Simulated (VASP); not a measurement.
Crystal: ZnIr2O4.

```
Zn Ir O
1.0
     0.00000    4.37468    4.37468
     4.37468    0.00000    4.37468
     4.37468    4.37468    0.00000
Zn Ir O
2 4 8
Direct
  0.75000 0.75000 0.75000
  0.50000 0.50000 0.50000
  0.12500 0.12500 0.62500
  0.12500 0.62500 0.12500
  0.62500 0.12500 0.12500
  0.12500 0.12500 0.12500
  0.36356 0.36356 0.90931
  0.36356 0.90931 0.36356
  0.90931 0.36356 0.36356
  0.36356 0.36356 0.36356
  0.88644 0.88644 0.34069
  0.88644 0.34069 0.88644
  0.34069 0.88644 0.88644
  0.88644 0.88644 0.88644
```

The cell comes from a database or a generator and needn't be the stable form of this composition.

| Property | Result |
| --- | --- |
| Program | VASP 6.6.1 |
| Task | relaxation of cell and atoms |
| Functional | PBEsol |
| Potentials or basis | VASP PAW PBE potentials, release 64 (Zn, Ir, O) |
| Cutoff | 600 eV |
| k mesh | 6 × 6 × 6 |
| Occupations | gaussian, width 0.03 eV |
| Spin | no spin polarisation |

At the start: pressure -8.4 GPa; volume 11.96 Å³/atom.

Task: How do energy, volume and symmetry change on relaxing?

Result: Over 6 steps the energy falls by 12.7 meV/atom and the volume is 11.47 Å³/atom (-4.1 %); space group Fd-3m (No. 227, to 0.05 Å).

Step by step:
| step | energy change (eV) | largest force (eV/Å) | pressure (GPa) | volume (Å³) |
| --- | --- | --- | --- | --- |
| 1 | 0.0000 | 0.3140 | -8.39 | 167.44 |
| 2 | 0.2760 | 1.0348 | 15.78 | 152.71 |
| 3 | -0.1699 | 0.1470 | -0.35 | 161.58 |
| 4 | -0.1699 | 0.1578 | -0.16 | 161.46 |
| 5 | -0.1762 | 0.0708 | -0.06 | 161.00 |
| 6 | -0.1777 | 0.0002 | 0.03 | 160.64 |

Final structure:
```
Zn Ir O
1.0
     0.00000    4.31457    4.31457
     4.31457    0.00000    4.31457
     4.31457    4.31457    0.00000
Zn Ir O
2 4 8
Direct
  0.75000 0.75000 0.75000
  0.50000 0.50000 0.50000
  0.12500 0.12500 0.62500
  0.12500 0.62500 0.12500
  0.62500 0.12500 0.12500
  0.12500 0.12500 0.12500
  0.36396 0.36396 0.90811
  0.36396 0.90811 0.36396
  0.90811 0.36396 0.36396
  0.36396 0.36396 0.36396
  0.88604 0.88604 0.34189
  0.88604 0.34189 0.88604
  0.34189 0.88604 0.88604
  0.88604 0.88604 0.88604
```

Caveat: the PAW data sets were made with another functional, which shifts forces and pressure a little.
